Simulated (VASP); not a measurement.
Input:

```yaml
crystal:
  lattice:
    - [0.00000, 3.26228, 3.26228]
    - [3.26228, 0.00000, 3.26228]
    - [3.26228, 3.26228, 0.00000]
  atoms:
    - { symbol: Na, position: [0.00000, 0.00000, 0.00000] }
    - { symbol: I, position: [0.50000, 0.50000, 0.50000] }
```

Level of theory: TPSS meta-GGA, VASP's PBE PAW potentials (set 64) (plane waves; VASP). Settings: 520 eV cut-off, 8×8×8 Γ-centred mesh, tetrahedra with Blöchl corrections, potentials Na_pv I.

Unless said otherwise, spin-orbit coupling is left out, though it shifts the bands of the heavy elements here.

### Question
Predict the energy per atom (σ→0), band gap (over mesh and band path) with the smallest direct gap where there is one.

### Answer

band gap (over mesh and band path): 3.88 eV
smallest direct gap (over mesh and band path): 3.88 eV
energy per atom (σ→0): -815.8 kJ/mol of atoms

The absolute energy has meaning only against runs of the same code, potentials and settings.

The compound is NaI in the rock salt structure. It was relaxed first.
